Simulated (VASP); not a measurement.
# CoP (relaxed from the rock salt structure, space group Fm-3m): computed properties

These are PBEsol GGA, VASP's PBE PAW potentials (set 64) (plane waves; VASP 6.6.1) values and carry that method's errors.

For CoP, the space group is Fm-3m (225) and the cell is a = b = c = 4.560 Å, α = β = γ = 90.00°. The volume per atom is 11.85 Å^3/atom. The band gap (over mesh and band path) is none (metal, semimetal or under 0.01 eV). The density comes out as 6.30 g/cm³.

```cif
data_Co4P4
_chemical_formula_sum 'Co4 P4'
_space_group_name_H-M_alt 'Fm-3m'
_space_group_IT_number 225
_space_group_name_Hall '-F 4 2 3'
_cell_length_a 4.55998
_cell_length_b 4.55998
_cell_length_c 4.55998
_cell_angle_alpha 90.000
_cell_angle_beta 90.000
_cell_angle_gamma 90.000
loop_
_atom_site_label
_atom_site_type_symbol
_atom_site_symmetry_multiplicity
_atom_site_Wyckoff_symbol
_atom_site_fract_x
_atom_site_fract_y
_atom_site_fract_z
_atom_site_occupancy
Co1 Co 4 a 0.00000 0.00000 0.00000 1
P1 P 4 b 0.50000 0.50000 0.50000 1
```
(The calculation used a cell of 2 atoms; values per cell refer to that cell.)

The structure was generated: CoP was put into the rock salt type (Fm-3m), which need not be its known phase. It was relaxed first, which changed the volume by -26 %. Symmetry was kept, so distortions that lower it aren't found.
